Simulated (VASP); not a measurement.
# HfN (Fm-3m) under biaxial strain in the (001) plane

How do stress and energy of HfN follow biaxial strain in the (001) plane?

Method: PBEsol; plane waves and PAW (Hf_sv_GW, N); cell typed or built by script, in the first sound run; inputs show where later runs differ, in VASP 6.6.1.

## Step 1: The starting structure

Symmetry: Fm-3m, No. 225, cubic system. The conventional cell has a = 4.520 Å, b = 4.520 Å, c = 4.520 Å, α = 90.00°, β = 90.00°, γ = 90.00°. Nearest to Hf lie 6 N at 2.26 Å. Nearest to N lie 6 Hf at 2.26 Å. Farther neighbours and most contacts between anions are not listed.

## Step 2: Relax the crystal, PBEsol

The series starts from the cell that this level prefers, so that zero strain is near zero stress.

This step took 2 runs in a row; the last is shown.

Level: PBEsol; plane waves and PAW (Hf_sv_GW, N); cell typed or built by script.

File INCAR:

```
SYSTEM = HfN
PREC = Accurate
ENCUT = 600
EDIFF = 1E-07
NELM = 120
ISMEAR = 1
SIGMA = 0.15
LREAL = .FALSE.
ALGO = Normal
GGA = PS
NBANDS = 14
LASPH = .TRUE.
LORBIT = 11
LWAVE = .FALSE.
LCHARG = .FALSE.
KPAR = 8
IBRION = 2
NSW = 40
ISIF = 3
EDIFFG = -0.005
POTIM = 0.4
```

File POSCAR:

```
HfN
1.0
    0.0000000000      2.2511337631      2.2511337631
    2.2511337631      0.0000000000      2.2511337631
    2.2511337631      2.2511337631      0.0000000000
Hf N
1 1
Direct
    0.0000000000      0.0000000000      0.0000000000
    0.5000000000      0.5000000000      0.5000000000
```

File KPOINTS:

```
Automatic mesh
0
Gamma
19 19 19
0 0 0
```

Potentials, in the order of the species: Hf_sv_GW and N (PBE family, release 64).

Command:

```console
> mpirun -np 8 vasp_std
```

Output:

```text
[banner, memory and clock lines left out]
running    8 mpi-ranks, on    1 nodes
[...]
|                                                                             |
|           W    W    AA    RRRRR   N    N  II  N    N   GGGG   !!!           |
|           W    W   A  A   R    R  NN   N  II  NN   N  G    G  !!!           |
|           W    W  A    A  R    R  N N  N  II  N N  N  G       !!!           |
|           W WW W  AAAAAA  RRRRR   N  N N  II  N  N N  G  GGG   !            |
|           WW  WW  A    A  R   R   N   NN  II  N   NN  G    G                |
|           W    W  A    A  R    R  N    N  II  N    N   GGGG   !!!           |
|                                                                             |
|     For optimal performance we recommend to set                             |
|       NCORE = 2 up to number-of-cores-per-socket                            |
|     NCORE specifies how many cores store one orbital (NPAR=cpu/NCORE).      |
|     This setting can greatly improve the performance of VASP for DFT.       |
[...]
|     You enforced a specific xc type in the INCAR file but a different       |
|     [... a line on the potential file left out ...]
|     I HOPE YOU KNOW WHAT YOU ARE DOING!                                     |
|                                                                             |

 LDA part: xc-table for (Slater+PW92), standard interpolation
 POSCAR, INCAR and KPOINTS ok, starting setup
[...]
entering main loop
       N       E                     dE             d eps       ncg     rms          rms(c)
DAV:   1     0.101925095367E+03    0.10193E+03   -0.10368E+04  6160   0.132E+03
DAV:   2    -0.249554732307E+02   -0.12688E+03   -0.11851E+03  8430   0.320E+02
DAV:   3    -0.295032725991E+02   -0.45478E+01   -0.45111E+01  7480   0.634E+01
DAV:   4    -0.295183506845E+02   -0.15078E-01   -0.15074E-01  7048   0.413E+00
[...]
DAV:  13    -0.257565045956E+02    0.34396E-06   -0.67342E-06  7684   0.218E-02    0.225E-02
DAV:  14    -0.257565037428E+02    0.85274E-06   -0.17187E-06  7276   0.118E-02    0.124E-02
DAV:  15    -0.257565037436E+02   -0.75556E-09   -0.82054E-08  3344   0.260E-03
   1 F= -.25756504E+02 E0= -.25756683E+02  d E =-.257565E+02
[...]
reached required accuracy - stopping structural energy minimisation
```

It took 21 s on 8 MPI ranks of Intel Xeon Platinum 8559C (Emerald Rapids), shared host; peak memory 1.9 GiB; 2.6 min of CPU time.

Lines that name or quote the potential files are left out of all logs, and their timing lines are given in words.

OUTCAR, selected parts (step 2):

```text
  Total       -0.0012375     -0.0012375     -0.0012375      0.0000000     -0.0000000      0.0000000
  in kB       -0.0869026     -0.0869026     -0.0869026      0.0000000     -0.0000000      0.0000000
  external PRESSURE =      -0.0869026 kB  Pullay stress =       0.0000000 kB

 POSITION                                       TOTAL-FORCE (eV/Angst)
 -----------------------------------------------------------------------------------
      0.00000      0.00000      0.00000         0.000000      0.000000      0.000000
      2.25113      2.25113      2.25113         0.000000     -0.000000     -0.000000
 -----------------------------------------------------------------------------------
    total drift:                                0.000000      0.000000      0.000000

  FREE ENERGIE OF THE ION-ELECTRON SYSTEM (eV)
  ---------------------------------------------------
  free  energy   TOTEN  =       -25.7565037436 eV

  energy  without entropy=      -25.7570402839  energy(sigma->0) =      -25.75668259

 reached required accuracy - stopping structural energy minimisation

[... 3 further parts left out ...]
[key lines of the parts left out:]
E-fermi :  12.1055
```

This run gave:

```
energy(sigma→0) of the program : -25.7567 eV
stress, compression positive   : xx, yy, zz -0.01, -0.01, -0.01 GPa
volume                         : 22.816 Å³
ionic steps                    : 1
```

## Step 3: Strain along the normal, PBEsol

One member in full: the plane is strained by -1 %, and the strain along the normal is moved by secant steps until the normal stress is under 0.012 GPa or five steps are spent; the atoms relax at each step.

This step took 3 runs, each at a new trial strain with the atoms of the one before; the last is shown.

Level: PBEsol; plane waves and PAW (Hf_sv_GW, N); cell typed or built by script.

INCAR, as its differences from that of step 2:

```diff
@@ -15,7 +15,7 @@
 LCHARG = .FALSE.
-KPAR = 8
-IBRION = 2
-NSW = 40
-ISIF = 3
-EDIFFG = -0.005
-POTIM = 0.4
+KPAR = 2
+IBRION = 1
+NSW = 25
+ISIF = 2
+EDIFFG = -0.004
+POTIM = 0.3
```

File POSCAR:

```
HfN
1.0
    0.0000000000      2.2286224250      2.2583308360
    2.2286224250      0.0000000000      2.2583308360
    2.2286224250      2.2286224250      0.0000000000
Hf N
1 1
Direct
    0.0000000000      0.0000000000      0.0000000000
    0.5000000000      0.5000000000      0.5000000000
```

KPOINTS is that of step 2.

Command:

```console
> mpirun -np 2 vasp_std
```

Output:

```text
[banner, memory and clock lines left out]
running    2 mpi-ranks, on    1 nodes
[...]
[... a notice as in an earlier step ...]

 LDA part: xc-table for (Slater+PW92), standard interpolation
 POSCAR, INCAR and KPOINTS ok, starting setup
[...]
entering main loop
       N       E                     dE             d eps       ncg     rms          rms(c)
DAV:   1     0.982361430728E+02    0.98236E+02   -0.10348E+04 15416   0.132E+03
DAV:   2    -0.251226085761E+02   -0.12336E+03   -0.11539E+03 20780   0.319E+02
DAV:   3    -0.294811449792E+02   -0.43585E+01   -0.43197E+01 19072   0.621E+01
DAV:   4    -0.294952898378E+02   -0.14145E-01   -0.14142E-01 17104   0.404E+00
[...]
DAV:  13    -0.257449383938E+02    0.47735E-06   -0.68262E-06 19522   0.217E-02    0.238E-02
DAV:  14    -0.257449376279E+02    0.76597E-06   -0.15398E-06 18346   0.112E-02    0.100E-02
DAV:  15    -0.257449376276E+02    0.26034E-09   -0.69333E-08  8294   0.242E-03
   1 F= -.25744938E+02 E0= -.25745105E+02  d E =-.257449E+02
 BRION: g(F)=  0.937E-60 g(S)=  0.000E+00
 reached required accuracy - stopping structural energy minimisation
```

Wall time 1.7 min (2 MPI ranks); peak memory 0.72 GiB; 3.4 min of CPU time.

OUTCAR, selected parts (step 3):

```text
  Total        1.1043801      1.1043801     -0.0001808      0.0000000      0.0000000      0.0000000
  in kB       78.8748583     78.8748583     -0.0129103      0.0000000      0.0000000      0.0000000
  external PRESSURE =      52.5789355 kB  Pullay stress =       0.0000000 kB

 POSITION                                       TOTAL-FORCE (eV/Angst)
 -----------------------------------------------------------------------------------
      0.00000      0.00000      0.00000         0.000000     -0.000000      0.000000
      2.22862      2.22862      2.25833        -0.000000      0.000000      0.000000
 -----------------------------------------------------------------------------------
    total drift:                                0.000000      0.000000      0.000000

  FREE ENERGIE OF THE ION-ELECTRON SYSTEM (eV)
  ---------------------------------------------------
  free  energy   TOTEN  =       -25.7449376276 eV

  energy  without entropy=      -25.7454400851  energy(sigma->0) =      -25.74510511

[... 1 part as in an earlier step ...]

[... 3 further parts left out ...]
[key lines of the parts left out:]
E-fermi :  12.3309
```

Read from the output:

```
energy(sigma→0) of the program : -25.7451 eV
stress, compression positive   : xx, yy, zz 7.89, 7.89, 0.00 GPa
ionic steps                    : 1
```

## Step 4: The whole series

The other members went through these steps as far as the tables show, with the same cutoff and, step by step, the same mesh; 25 runs are not shown. The session took 1.8 core hours (wall time by ranks) on a shared machine.

| in-plane strain (%) | strain along the normal (%) | in-plane stress, tension positive (GPa) | energy above the unstrained row, extrapolated to no smearing (meV/atom) |
| --- | --- | --- | --- |
| -2.000 | 0.668 | -16.767 | 23.477 |
| -1.500 | 0.486 | -12.220 | 13.076 |
| -1.000 | 0.320 | -7.887 | 5.789 |
| -0.500 | 0.160 | -3.803 | 1.492 |
| 0 | 0.000 | 0.009 | 0.000 |
| 0.500 | -0.166 | 3.559 | 1.116 |
| 1.000 | -0.330 | 6.877 | 4.683 |
| 1.500 | -0.493 | ? | ? |
| 2.000 | -0.660 | 12.834 | 18.666 |

## Step 5: A fit to the known rows

A least-squares parabola through the 8 rows shown, with e the strain in %: stress = − 0.4921 e² + 7.397 e − 0.003629 (GPa), r.m.s. residual 0.015 GPa.

For the withheld row, e = 1.5, the fit gives 9.985 GPa.

## Step 6: Prediction against calculation

The calculation gives 9.971 GPa, so the prediction is 0.014 GPa too high, within twice the residual of the fit.

Slopes at zero strain, from cubics through all rows: strain ratio -0.322, stress over strain 738 GPa.

## Step 7: What came out

| Property | Result |
| --- | --- |
| error of the predicted stress | 0.014 GPa |
| ratio of normal to in-plane strain | -0.322 |
| biaxial modulus | 738 GPa |

What this shows: As a check, the curvature of the energy gives 736 GPa for the same modulus (energy per volume = M × strain²), 0 % from the slope of the stress. The energy also has a linear term worth 0.24 GPa that the stress column lacks, a mark of the finite basis or of the smearing. These are static values: temperature and zero-point motion are left out. In a metal the slopes also depend on mesh and smearing, which were held through the series.

[Lines on the potential files, build, host, timing and source positions are cut from VASP's logs without a mark.]

[Logs are printed without paths, hosts, clocks, repeated set-up lines and the standing remarks that a program may print on its own settings, such as how far it seeks lower states.]

[Hosts, paths, dates, database ids (printed as entryN), source tags and the programs' standing remarks are cut or masked in the printed files.]

[In band tables of VASP the shares of atoms and orbitals are scaled to a sum of 1 inside the atoms' spheres.]
